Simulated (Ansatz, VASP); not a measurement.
## Cross-check of BaSeO between VASP and Ansatz

One calculation is typed for both programs; each brings its own data sets. How far apart do they land? The cell is invented: As first built, before any earlier steps moved the atoms (in the runner's words): Se for half of the O in the BaO2 structure of space group I4/mmm. It may not be a known or stable phase. The two relaxations start from unlike cells of this crystal (the structure described is Ansatz's start), so only their ends are compared.

Method: plane waves, with VASP 6.6.1 beside it; relaxation of cell and atoms at PBE, in Ansatz 0.2.0.

**1. Starting point**

The structure is tetragonal, space group I4mm (No. 107). The conventional cell has a = 4.107 Å, b = 4.107 Å, c = 7.381 Å, α = 90.00°, β = 90.00°, γ = 90.00°. Nearest to Ba lie 5 O at 2.89 to 3.01 Å and 5 Se at 2.89 to 3.01 Å. Nearest to O lie 1 Se at 1.60 Å and 5 Ba at 2.89 to 3.01 Å. Nearest to Se lie 1 O at 1.60 Å. It derives from BaO2. As first built, before any earlier steps moved the atoms (in the runner's words): Se for half of the O in the BaO2 structure of space group I4/mmm. Farther neighbours and most contacts between anions are not listed.

Coordinates:

```
Ba O Se
1.0
    -2.05329    2.05329    3.69046
     2.05329   -2.05329    3.69046
     2.05329    2.05329   -3.69046
Ba O Se
1 1 1
Direct
  0.00000 0.00000 0.00000
  0.39166 0.39166 0.00000
  0.60834 0.60834 0.00000
```

**2. VASP: relaxation of cell and atoms, PBE**

The relaxed volume is the usual yardstick between codes: in a stiff, nearly cubic crystal its relative difference is about their pressure difference at one cell divided by the bulk modulus.

Lines of VASP's logs that name or quote its potential files are left out, and so is its time.

The input, INCAR:

```
SYSTEM = BaSeO
PREC = Accurate
ENCUT = 600
EDIFF = 1E-07
NELM = 120
ISMEAR = 0
SIGMA = 0.03
LREAL = .FALSE.
ALGO = Normal
GGA = PE
NBANDS = 17
LORBIT = 11
LWAVE = .FALSE.
LCHARG = .FALSE.
ISIF = 3
IBRION = 2
NSW = 80
EDIFFG = -0.005
LASPH = .TRUE.
GGA_COMPAT = .FALSE.
NELMIN = 4
EFERMI = MIDGAP
```

The input, POSCAR:

```
BaSeO
1.0
   -2.3243064127      2.3243064127      3.9165489553
    2.3243064127     -2.3243064127      3.9165489553
    2.3243064127      2.3243064127     -3.9165489553
Ba O Se
1 1 1
Direct
    0.0478627385      0.0478627385      0.0000000000
    0.3585613101      0.3585613101      0.0000000000
    0.5935759514      0.5935759514      0.0000000000
```

The input, KPOINTS:

```
Automatic mesh
0
Gamma
8 8 8
0 0 0
```

PAW data sets: Ba_sv, O and Se (PBE family, release 64).

Run with:

```sh
$ mpirun -np 1 vasp_std
```

Numbers of over 12 decimals in the logs are rounded to 6 here.

The program printed:

```text
[banner, memory and clock lines left out]
running    1 mpi-ranks, on    1 nodes
 distrk:  each k-point on    1 cores,    1 groups
 distr:  one band on    1 cores,    1 groups

 POSCAR found type information on POSCAR BaO Se
 POSCAR found :  3 types and       3 ions
 LDA part: xc-table for (Slater+PW92), standard interpolation
 POSCAR, INCAR and KPOINTS ok, starting setup
 FFT: planning ... GRIDC
 FFT: planning ... GRID_SOFT
 FFT: planning ... GRID
 WAVECAR not read
 entering main loop
       N       E                     dE             d eps       ncg     rms          rms(c)
DAV:   1     0.133389499780E+03    0.13339E+03   -0.10715E+04  2006   0.125E+03
DAV:   2    -0.719512949186E+01   -0.14058E+03   -0.13686E+03  2658   0.225E+02
DAV:   3    -0.166897108215E+02   -0.94946E+01   -0.94630E+01  2924   0.637E+01
DAV:   4    -0.168288641857E+02   -0.13915E+00   -0.13908E+00  2595   0.701E+00
DAV:   5    -0.168316599822E+02   -0.27958E-02   -0.27956E-02  2933   0.755E-01    0.982E+00
DAV:   6    -0.150437968278E+02    0.17879E+01   -0.11680E+01  2094   0.239E+01    0.562E+00
DAV:   7    -0.148555355317E+02    0.18826E+00   -0.11914E+00  2118   0.801E+00    0.266E+00
DAV:   8    -0.148528261242E+02    0.27094E-02   -0.36609E-01  2553   0.446E+00    0.743E-01
DAV:   9    -0.148496853928E+02    0.31407E-02   -0.37106E-02  2581   0.142E+00    0.282E-01
DAV:  10    -0.148523145947E+02   -0.26292E-02   -0.88252E-03  2237   0.602E-01    0.706E-02
DAV:  11    -0.148530111322E+02   -0.69654E-03   -0.80641E-04  2483   0.206E-01    0.556E-02
DAV:  12    -0.148531434534E+02   -0.13232E-03   -0.26628E-04  2414   0.123E-01    0.115E-02
DAV:  13    -0.148531567688E+02   -0.13315E-04   -0.29004E-05  2493   0.385E-02    0.621E-03
DAV:  14    -0.148531604505E+02   -0.36817E-05   -0.64842E-06  2301   0.177E-02    0.255E-03
DAV:  15    -0.148531607747E+02   -0.32420E-06   -0.10143E-06  2479   0.710E-03    0.959E-04
DAV:  16    -0.148531608195E+02   -0.44768E-07   -0.17402E-07  2061   0.316E-03
   1 F= -.14853161E+02 E0= -.14853161E+02  d E =-.148532E+02
[...]
2 F= -.14853240E+02 E0= -.14853240E+02  d E =-.793597E-04
[...]
3 F= -.14853247E+02 E0= -.14853247E+02  d E =-.864660E-04
[...]
4 F= -.14853257E+02 E0= -.14853257E+02  d E =-.975746E-05
[...]
5 F= -.14853257E+02 E0= -.14853257E+02  d E =-.976168E-05
[...]
6 F= -.14853258E+02 E0= -.14853258E+02  d E =-.619192E-06
 trial-energy change:   -0.000001  1 .order   -0.000000   -0.000012    0.000012
 step:   0.5772(harm=  0.5499)  dis= 0.00033  next Energy=   -14.853260 (dE=-0.329E-05)
 bond charge predicted
       N       E                     dE             d eps       ncg     rms          rms(c)
DAV:   1    -0.148532653184E+02   -0.76781E-05   -0.47403E-04  2006   0.155E-01    0.147E-02
DAV:   2    -0.148532620970E+02    0.32214E-05   -0.13823E-05  2626   0.282E-02    0.760E-03
DAV:   3    -0.148532605867E+02    0.15103E-05   -0.26191E-06  2433   0.108E-02    0.199E-03
DAV:   4    -0.148532604062E+02    0.18057E-06   -0.26206E-07  2217   0.353E-03    0.701E-04
DAV:   5    -0.148532603797E+02    0.26495E-07   -0.28030E-08  1059   0.130E-03
   7 F= -.14853260E+02 E0= -.14853260E+02  d E =-.333253E-05
 curvature:  -0.47 expect dE=-0.642E-06 dE for cont linesearch -0.723E-08
 trial: gam= 0.16883 g(F)=  0.453E-06 g(S)=  0.907E-06 ort =-0.543E-06 (trialstep = 0.979E+00)
 search vector abs. value=  0.173E-05
 reached required accuracy - stopping structural energy minimisation
```

OUTCAR, selected parts (step 2):

```text
ion  position               nearest neighbor table
   1  0.048  0.048  0.000-   2 2.43   3 3.31   3 3.31   3 3.31   3 3.31   3 3.56
   2  0.359  0.359  0.000-   3 1.84   1 2.43
   3  0.594  0.594  0.000-   2 1.84   1 3.31   1 3.31   1 3.31   1 3.31   1 3.56

  LATTYP: Found a body centered tetragonal cell.
 ALAT       =     4.6486128254
 C/A-ratio  =     1.6850398613

 Subroutine GETGRP returns: Found  8 space group operations
 (whereof  8 operations were pure point group operations)

The static configuration has the point symmetry C_4v.

 Found     59 irreducible k-points:

   k-points           NKPTS =     59   k-points in BZ     NKDIM =     59   number of bands    NBANDS=     17

   dimension x,y,z NGX =    42 NGY =   42 NGZ =   42
   dimension x,y,z NGXF=    84 NGYF=   84 NGZF=   84

   ENCUT  =  600.0 eV  44.10 Ry    6.64 a.u.  10.21 10.21 10.21*2*pi/ulx,y,z

   NELECT =      22.0000    total number of electrons

 k-points in reciprocal lattice and weights: Automatic mesh
   0.00000000  0.00000000  0.00000000       0.002
   0.12500000  0.00000000  0.00000000       0.016
   0.25000000  0.00000000  0.00000000       0.016
   0.37500000  0.00000000  0.00000000       0.016
   0.50000000  0.00000000  0.00000000       0.008
   0.12500000  0.12500000  0.00000000       0.016
   0.25000000  0.12500000  0.00000000       0.031
   0.37500000  0.12500000  0.00000000       0.031
   0.50000000  0.12500000  0.00000000       0.031
[...]
-0.37500000 -0.37500000  0.37500000       0.004
   0.50000000  0.50000000  0.50000000       0.002

 average (electrostatic) potential at core
       1 -37.7148       2 -73.0795       3 -56.3369

 E-fermi :   2.4351

 k-point     1 :       0.0000    0.0000    0.0000
  band No.  band energies     occupation
    ...
      7      -3.1205      2.00000
      8      -1.2901      2.00000
      9      -1.2901      2.00000
     10       1.0130      2.00000
     11       1.0130      2.00000
     12       4.0558      0.00000
     13       4.0708      0.00000
     14       5.1301      0.00000
     15       5.6049      0.00000
     16       7.0738      0.00000
    ...

 k-point     2 :       0.1250    0.0000    0.0000
  band No.  band energies     occupation
    ...
      7      -3.0346      2.00000
      8      -1.3981      2.00000
      9      -1.3568      2.00000
     10       0.8957      2.00000
     11       1.0113      2.00000
     12       4.2030      0.00000
     13       4.3323      0.00000
     14       5.1364      0.00000
     15       5.9151      0.00000
     16       6.7769      0.00000
    ...

 k-point     3 :       0.2500    0.0000    0.0000
  band No.  band energies     occupation
    ...
      7      -2.8200      2.00000
      8      -1.6703      2.00000
      9      -1.5205      2.00000
     10       0.7714      2.00000
     11       1.0489      2.00000
     12       3.9942      0.00000
     13       4.8512      0.00000
     14       5.8862      0.00000
     15       6.4259      0.00000
     16       6.5276      0.00000
    ...

  Total        0.0005072      0.0005072      0.0074743      0.0000000     -0.0000000      0.0000000
  in kB        0.0095723      0.0095723      0.1410733      0.0000000     -0.0000000      0.0000000
  external PRESSURE =       0.0534060 kB  Pullay stress =       0.0000000 kB

  energy-cutoff  :      600.00
  volume of cell :       84.89
      direct lattice vectors                 reciprocal lattice vectors
    -2.328163697  2.328163697  3.915132557     0.000000000  0.214761531  0.127709597
     2.328163697 -2.328163697  3.915132557     0.214761531  0.000000000  0.127709597
     2.328163697  2.328163697 -3.915132557     0.214761531  0.214761531  0.000000000

 POSITION                                       TOTAL-FORCE (eV/Angst)
 -----------------------------------------------------------------------------------
      0.00000      0.00000      0.37540         0.000000      0.000000      0.002194
      0.00000      0.00000      2.80718         0.000000      0.000000     -0.000058
      0.00000      0.00000      4.64769        -0.000000     -0.000000     -0.002136
 -----------------------------------------------------------------------------------
    total drift:                               -0.000001     -0.000001     -0.000245

  FREE ENERGIE OF THE ION-ELECTRON SYSTEM (eV)
  ---------------------------------------------------
  free  energy   TOTEN  =       -14.8532603797 eV

  energy  without entropy=      -14.8532603797  energy(sigma->0) =      -14.85326038

 reached required accuracy - stopping structural energy minimisation

 total charge
# of ion       s       p       d       tot
------------------------------------------
    1        2.001   5.599   0.298   7.899
    2        1.571   3.368   0.000   4.939
    3        1.450   2.337   0.068   3.855
--------------------------------------------------
tot          5.023  11.304   0.366  16.692

[... 3 further parts left out ...]
```

Harder data sets than Ba_sv exist (the GW ones), and pressures, volumes and forces can shift noticeably with them. The run keeps the 8 symmetry operations of its start, so it cannot find a distortion of lower symmetry.

**3. Ansatz: relaxation of cell and atoms, PBE**

Ansatz runs on its default PAW (the set named soft_2) files.

Its own start cell and the same functional, mesh and smearing now go to Ansatz, which takes its cutoff from its data sets.

The input, input.yaml:

```yaml
crystal:
  lattice:
    - [-2.0532930098, 2.0532930098, 3.6904558705]
    - [2.0532930098, -2.0532930098, 3.6904558705]
    - [2.0532930098, 2.0532930098, -3.6904558705]
  atoms:
    - { symbol: Ba, position: [0.0, 0.0, 0.0] }
    - { symbol: O, position: [0.39166423, 0.39166423, 0.0] }
    - { symbol: Se, position: [0.60833577, 0.60833577, 0.0] }
kpoints:
  mp_grid: { grid: [8, 8, 8] }
scf:
  occupations: { method: gaussian, width: 0.03 }
hamiltonian:
  xc: pbe
output:
  forces: true
  stress: true
relax:
  f_tol: 0.02
  max_steps: 60
  cell: {}
```

Run with:

```sh
$ ansatz run input.yaml --threads 2 --pin off --max-ram 4096MiB --backend cpu --events-out ev --progress --plain --runs-dir out
```

The program printed:

```text
Engine: ansatz 0.2.0, aarch64-unknown-linux-gnu
Pseudopotentials: kind: paw
Pseudopotential: Ba, paw, valence charge 10, recommended cutoff 420 eV (normal), Ba.paw.azcp
Pseudopotential: O, paw, valence charge 6, recommended cutoff 420 eV (normal), O.paw.azcp
Pseudopotential: Se, paw, valence charge 16, recommended cutoff 420 eV (normal), Se.paw.azcp
Functional definition: PBE
  parameter kappa = 0.804
  parameter beta = 0.066725
  exchange = pbe_x(kappa = kappa, mu = beta*pi^2/3)
  correlation = pbe_c(beta = beta)
Crystal: 3 atoms, lattice volume = 62.236 Å³
Basis set: ecut = 420 eV, 1217 PW (Γ), exchange–correlation on 64×64×64 points (8 copies of the dense FFT grid, shifted against one another)
Bands: 20, of which v1, the nominal top of the filled ones, is band 16 counted from 1 (15 counted from 0)
Symmetry: 8 space group operations
Space group: I4mm (ITA 107), of the structure as read, at distance tolerance 4.0e-5 Å
k-points: 59 of 512 (time reversal used)
Non-local potential: Ba, projectors of the file, l = 0: 3, l = 1: 2, l = 2: 2, l = 3: 2
Non-local potential: O, projectors of the file, l = 0: 2, l = 1: 2, l = 2: 1
Non-local potential: Se, projectors of the file, l = 0: 2, l = 1: 2, l = 2: 3, l = 3: 1
PAW form: soft (Blöchl's): semilocal exchange-correlation on the pseudo side does not see the compensation charge
PAW one-centre angular grid: Ba, 194 points (default); XC on 64 Gauss nodes
PAW one-centre angular grid: O, 110 points (default); XC on 64 Gauss nodes
PAW one-centre angular grid: Se, 590 points (default); XC on 64 Gauss nodes
Initial density: superposition of atomic densities (neutral atoms: chi_scale 0, normalization atom), corrected by the library's trained network
Initial wavefunctions: pseudopotential atomic-orbital guess
Functional: x = pbe(κ = 0.804, μ = 0.219515), c = pbe(β = 0.066725)
SCF iter   1: F=—  HF=-11986.786746 eV  |F-HF|=—  |Δ(HF+E_count)|=         —  Δρ=5.31e-3  dr2=2.53e-2  ethr=1.77e-3  ⟨swp⟩=8.2  Hψ=7167  notcnv=0
preconditioner: auto → none  [insulator: Δε(μ)=0.061 eV  Ē_g=11.487 eV  σ=0.030 eV  W_gap=0.84  n_scr=14 (ndim 8)  ℏωp=20.0 eV  f_vac=0.014  D(μ)=0.07/eV (n_scr^D=0)  ε∞_Penn≈4.0]
SCF iter   2: F=—  HF=-11986.781372 eV  |F-HF|=—  |Δ(HF+E_count)|=   5.37e-3  Δρ=2.15e-3  dr2=2.58e-3  ethr=7.90e-5  ⟨swp⟩=3.2  Hψ=2586  notcnv=0
SCF iter   3: F=—  HF=-11986.781934 eV  |F-HF|=—  |Δ(HF+E_count)|=   5.63e-4  Δρ=1.70e-3  dr2=1.37e-3  ethr=8.05e-6  ⟨swp⟩=2.0  Hψ=2242  notcnv=0
SCF iter   4: F=—  HF=-11986.781917 eV  |F-HF|=—  |Δ(HF+E_count)|=   1.75e-5  Δρ=5.97e-4  dr2=1.81e-4  ethr=4.27e-6  ⟨swp⟩=2.0  Hψ=1861  notcnv=0
SCF iter   5: F=—  HF=-11986.782018 eV  |F-HF|=—  |Δ(HF+E_count)|=   1.01e-4  Δρ=1.22e-4  dr2=7.05e-6  ethr=5.64e-7  ⟨swp⟩=2.1  Hψ=1658  notcnv=0
SCF iter   6: F=—  HF=-11986.782026 eV  |F-HF|=—  |Δ(HF+E_count)|=   8.00e-6  Δρ=3.31e-5  dr2=4.03e-7  ethr=2.20e-8  ⟨swp⟩=2.0  Hψ=1834  notcnv=0
SCF iter   7: F=-11986.782027 eV  HF=-11986.782027 eV  |F-HF|=9.91e-9  |Δ(HF+E_count)|=   5.66e-7  Δρ=5.58e-6  dr2=8.67e-9  ethr=3.13e-10  ⟨swp⟩=5.0  Hψ=5089  notcnv=0
SCF 1 converged in 7 iterations: F = -11986.782027 eV  dr2 = 8.67e-9
  greatest PAW one-centre occupation: 1.000 electrons in one spin orbital (limit 2), on the Se atom at site 2 (counted from 0), in its partial waves of l = 2
relax step   1: F+E_penalty+E_count = -11986.78202677 eV  Δ(F+E_penalty+E_count) = +0.000e0 eV  max|allowed force component| = 8.165e0 eV/Å  Δτ_max = 0.0000 Å  P = +21.895 GPa  Ω = 62.236 Å³  (7 SCF iters, dr2 threshold 1.00e-7 eV, accepted)
[...]
relax step  11: F+E_penalty+E_count = -11988.15930556 eV  Δ(F+E_penalty+E_count) = -1.175e-2 eV  max|allowed force component| = 7.944e-3 eV/Å  Δτ_max = 0.0226 Å  P = +0.609 GPa  Ω = 81.485 Å³  energy of the carried Pulay correction = -2.525e-3 eV  (6 SCF iters, dr2 threshold 3.00e-7 eV, accepted)
[...]
relax step  12: F+E_penalty+E_count = -11988.15943747 eV  Δ(F+E_penalty+E_count) = -1.319e-4 eV  max|allowed force component| = 1.144e-2 eV/Å  Δτ_max = 0.0449 Å  P = -0.136 GPa  Ω = 85.173 Å³  energy of the carried Pulay correction = -7.853e-3 eV  (7 SCF iters, dr2 threshold 3.00e-7 eV, accepted)
[...]
relax step  13: F+E_penalty+E_count = -11988.16074126 eV  Δ(F+E_penalty+E_count) = -1.304e-3 eV  max|allowed force component| = 3.133e-3 eV/Å  Δτ_max = 0.0067 Å  P = -0.002 GPa  Ω = 84.541 Å³  energy of the carried Pulay correction = -6.820e-3 eV  (6 SCF iters, dr2 threshold 5.19e-8 eV, accepted)
[...]
relax step  14: F+E_penalty+E_count = -11988.16808831 eV  Δ(F+E_penalty+E_count) = -7.347e-3 eV  max|allowed force component| = 3.764e-3 eV/Å  Δτ_max = 0.0000 Å  P = +0.026 GPa  Ω = 84.541 Å³  stress off target by 4.72e-2 GPa  SCF on the basis re-selected at this cell (its energy is not comparable with the rows above)  (8 SCF iters)
basis re-selected at this cell: Δ(F+E_penalty+E_count) = -7.347e-3 eV, ΔP = +0.028 GPa vs the last step (what re-selecting the basis moved, of the pressure what is left beyond the Pulay correction that the steps carried, after the strain that the cell walked since its last selection, with what the two solves' SCF thresholds leave and, on support functions, any second-order correction that the steps lacked; it is no m [...]
SCF converged after 8 iterations
Free energy (F): -11988.168088 eV
Harris-Foulkes:  -11988.168088 eV  (|F-HF|=8.00e-11)
Internal energy: -11988.168088 eV  (E = F + TS)
E sigma→0 (E₀):  -11988.168088 eV
Fermi energy:    7.145312 eV
--- Per-component energies (eV) ---
  E_band       = -479.798840
  E_kinetic    = 461.883113
  E_local      = -3669.421729  (includes V_loc(G=0)·N_el)
  E_nonlocal   = -489.841881
  E_hartree    = 1699.560521
  E_xc         = -346.693078
  E_vxc        = -328.695131  (∫ρ·V_xc dr)
  E_paw        = -7295.263872  (= ΣΔE_a)
  E_vpaw       = 147.153821  (= ΣTr[D̂ρ^β])
  E_aug_tail   = 0.001728  (compensation charges beyond the density's cutoff)
  E_ewald      = -2348.392890
  E_smearing   = -0.000000  (= −TS)
  E_closure    = -0.000000  (closes the sum)
  Σ components = -11988.168088   (vs F -11988.168088, Δ=0.00e0)
--- Forces (eV/Å), atoms counted from 1 ---
  atom   1  Ba     0.00000000     0.00000000    -0.00290897
  atom   2  O     -0.00000000     0.00000000    -0.00085832
  atom   3  Se    -0.00000000    -0.00000000     0.00376300
  max |Σ_I F_I| component: 4.28e-6 eV/Å
--- Stress (GPa, compression-positive) ---
        0.047158       0.000000       0.000000
        0.000000       0.047158      -0.000000
        0.000000       0.000000      -0.016998
  P = ⅓ Tr σ = 0.0258 GPa (0.258 kbar)
--- Relaxed structure (12 steps of the walk, 10 accepted, 2 SCFs on fresh bases) ---
  F+E_penalty+E_count = -11988.16808831 eV   max|allowed force component| = 3.764e-3 eV/Å   (the final SCF, on the basis selected at the relaxed cell)
  cell:  # Å, volume = 84.5414 Å³
    - [-2.329371, 2.329371, 3.895221]
    - [2.329371, -2.329371, 3.895221]
    - [2.329371, 2.329371, -3.895221]
  atoms:
    - { symbol: Ba, position: [0.051972, 0.051972, 0] }
    - { symbol: O, position: [0.356069, 0.356069, 0] }
    - { symbol: Se, position: [0.591959, 0.591959, 0] }
```

**4. Side by side**

Known differences besides the potentials themselves: the data sets hold 32 valence electrons in Ansatz (on its default PAW (the set named soft_2) files) and 22 in VASP; the cutoff is 420 eV in Ansatz and 600 eV in VASP; Ansatz adds a Pulay correction to the stress that steers its cell, VASP none. Total energies have different zeros and are not compared.

Compared:

```
                                         quantity  Ansatz   VASP  difference
                                      volume (Å³)   84.54  84.89     -0.41 %
edge a after relaxation, in the typed setting (Å)   5.101  5.116     -0.28 %
```

**5. Outcome**

* difference in volume (relaxation of cell and atoms, PBE): -0.41 %

The difference in volume is -0.41 % (relaxation of cell and atoms, PBE), within the 1.2 % picked in this series as the mark of a large difference, as far as the stopping tolerances let one tell. The data sets hold unlike numbers of valence electrons (32 in Ansatz and 22 in VASP), so part of the differences comes from the potentials. Such differences can come from data sets, numerical settings and the points named under the comparisons, not from the functional's error against experiment.

[Lines on the potential files, build, host, timing and source positions are cut from VASP's logs without a mark.]

[Logs are printed without paths, hosts, clocks, repeated set-up lines and the standing remarks that a program may print on its own settings, such as how far it seeks lower states.]

[Hosts, paths, dates, database ids (printed as entryN), source tags and the programs' standing remarks are cut or masked in the printed files.]
